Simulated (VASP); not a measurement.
In InSb (zinc blende type) the In atom of the primitive cell, with all its periodic images, is moved by 0.06 Å along [111].

```
CELL_PARAMETERS angstrom
0.00000 3.32000 3.32000
3.32000 0.00000 3.32000
3.32000 3.32000 0.00000
ATOMIC_POSITIONS crystal
In 0.00522 0.00522 0.00522
Sb 0.25000 0.25000 0.25000
```

All numbers below come from HSE06, plane waves, standard recommended PAW potentials in VASP 6.6.1.

Cutoff 311 eV; orbitals from an earlier step on the same cell; potentials In_d Sb; PREC = Accurate; HFSCREEN = 0.208; HFRCUT = 0; PRECFOCK = Normal; k-mesh 4×4×4 Γ-centred; Fermi–Dirac smearing of 0.05 eV; no spin polarisation; no spin–orbit coupling.

(1) What force results?

Answers

(1) The force on it along the displacement is -0.3705 eV/Å, a force constant of 6.17 eV/Å². A one-sided step along [111] also holds the cubic anharmonicity.

```
atom  Fx (eV/Å)  Fy (eV/Å)  Fz (eV/Å)
 In1    -0.2139    -0.2139    -0.2139
 Sb2     0.2139     0.2139     0.2139
```

The k-mesh is coarse, so these values belong to this mesh and can lie far from the converged ones. Potentials made with PBE were used with another functional.
